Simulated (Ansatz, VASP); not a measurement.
**Two plane-wave programs on Li5Be**

Contents of INCAR:

```
SYSTEM = Li5Be
PREC     = Accurate       ! precision mode
ENCUT    = 600            ! plane-wave cutoff, eV
EDIFF    = 1E-7           ! SCF threshold, eV
ISMEAR   = 0              ! smearing method
SIGMA    = 0.1            ! smearing width, eV
LREAL    = .False.        ! projectors in reciprocal space
LASPH    = .True.         ! aspherical terms in the spheres
NELM     = 100            ! most SCF steps
ALGO     = Normal         ! electronic algorithm
ISIF     = 3              ! what is computed and relaxed
LWAVE    = .False.        ! write WAVECAR
LCHARG   = .False.        ! write CHGCAR
GGA      = PE             ! functional
IBRION   = 2              ! ionic algorithm
NSW      = 100            ! ionic steps
EDIFFG   = -0.01          ! ionic threshold
```

The input KPOINTS:

```
regular mesh
0
Gamma
  12 12 8
  0 0 0
```

POSCAR

```
Li5Be
1.0
    4.9292344257      0.0000000000      0.0000000000
   -2.4646172128      4.2688422338      0.0000000000
    0.0000000000      0.0000000000      4.6038746023
Li Be
5 1
Direct
    0.0000000000      0.6897057166      0.0000000000
    0.6897057166      0.0000000000      0.0000000000
    0.3102942834      0.3102942834      0.0000000000
    0.6666666667      0.3333333333      0.5000000000
    0.3333333333      0.6666666667      0.5000000000
    0.0000000000      0.0000000000      0.5000000000
```

Input for Ansatz:

```yaml
crystal:
  lattice:
    - [4.9292344257, 0.0, 0.0]
    - [-2.4646172128, 4.2688422338, 0.0]
    - [0.0, 0.0, 4.6038746023]
  atoms:
    - { symbol: Li, position: [0.0, 0.6897057166, 0.0] }
    - { symbol: Li, position: [0.6897057166, 0.0, 0.0] }
    - { symbol: Li, position: [0.3102942834, 0.3102942834, 0.0] }
    - { symbol: Li, position: [0.6666666667, 0.3333333333, 0.5] }
    - { symbol: Li, position: [0.3333333333, 0.6666666667, 0.5] }
    - { symbol: Be, position: [0.0, 0.0, 0.5] }
basis:
  ecutwfc: 420
kpoints:
  mp_grid: { grid: [12, 12, 8] }
hamiltonian:
  xc: pbe
scf:
  occupations: { method: gaussian, width: 0.1 }
output:
  forces: true
  stress: true
  eigenvalues: true
relax:
  adjacent_minimum: "off"
  f_tol: 0.01
  max_steps: 80
  cell: { stress_tol: 0.05 }
```

Change from the starting cell: species swapped into the LiMg5 type (P-62m, No. 189).

Alike in both runs: task relaxation of cell and atoms; functional PBE; k mesh 12 × 12 × 8; occupations gaussian, width 0.1 eV; no spin polarisation.

|  | VASP | Ansatz |
| --- | --- | --- |
| version | VASP 6.6.1 | Ansatz 0.2.0 |
| potentials or method | VASP PAW PBE potentials, release 64 (Li_sv, Be) | scalar-relativistic, plane waves, PAW |
| plane-wave cutoff (eV) | 600 | 420 |
| valence electrons in the cell | 17 | 17 |

```tsv
	VASP	Ansatz	Ansatz less VASP
gap on the k mesh at the Fermi level, each at its own relaxed structure (eV)	none	none	-
relaxed volume (Å³/atom)	16.12	16.15	+0.029
relaxed cell length with the largest relative difference (Å)	4.926	4.929	+0.0032
```

A gap of «none» marks a metal or a gap that the smearing closes.

Caveats: the cutoff is under 1.25 times the usual one of these potentials, so pressure, stress and relaxed cells hold a basis-set (Pulay) error (VASP).
